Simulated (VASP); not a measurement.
These are rev-vdW-DF2, VASP's PBE PAW potentials (set 64) (plane waves; VASP) values and carry that method's errors.

VASP input:

File POSCAR:
```
KBr
1
    0.0000000000     3.2206987995     3.2206987995
    3.2206987995     0.0000000000     3.2206987995
    3.2206987995     3.2206987995     0.0000000000
K Br
1 1
Direct
  0.0000000000   0.0000000000   0.0000000000
  0.5000000000   0.5000000000   0.5000000000
```

### KPOINTS
```
Automatic mesh
0
Gamma
7 7 7
0 0 0
```

**INCAR**
```
# general
SYSTEM  =KBr
PREC    =Accurate
ENCUT   =520
LREAL   =.FALSE.
LASPH   =.TRUE.

# electronic loop
EDIFF   =1E-7
NELM    =100
ALGO    =Normal
LMAXMIX =4

# smearing
ISMEAR  =0
SIGMA   =0.05

# functional
GGA     =MK
LUSE_VDW=.TRUE.
AGGAC   =0.0
PARAM1  =0.1234568
PARAM2  =0.7114
ZAB_VDW =-1.8867

# ions
ISIF    =2

# output
LWAVE   =.FALSE.
LCHARG  =.FALSE.
```

POTCAR, in this order: K_sv Br (PBE.64 set). Program: vasp_std.

Question: What does the run give for the energy per atom (σ→0), pressure, band gap (on the k-mesh)?

Answer: 
```json
{
  "energy per atom (σ→0)": "-134.5 kJ/mol-atom",
  "band gap (on the k-mesh)": "4.46 eV",
  "pressure": "1.18 GPa"
}
```

**OSZICAR**
```
...
DAV:   7    -0.278419360590E+01    0.17082E-01   -0.12568E-01   608   0.215E+00    0.125E+00
DAV:   8    -0.278800412270E+01   -0.38105E-02   -0.13351E-02   652   0.104E+00    0.136E-01
DAV:   9    -0.278813591889E+01   -0.13180E-03   -0.32900E-04   624   0.134E-01    0.752E-02
DAV:  10    -0.278832574231E+01   -0.18982E-03   -0.19798E-04   568   0.125E-01    0.180E-02
DAV:  11    -0.278832706980E+01   -0.13275E-05   -0.75597E-06   684   0.201E-02    0.437E-03
DAV:  12    -0.278832746066E+01   -0.39087E-06   -0.15134E-06   580   0.993E-03    0.397E-03
DAV:  13    -0.278832747118E+01   -0.10516E-07   -0.26473E-07   628   0.322E-03
   1 F= -.27883275E+01 E0= -.27883275E+01  d E =-.192977E-18
```

The compound is KBr in the rock salt structure. This cell is one point of a volume scan, at 0.94 of the reference volume.
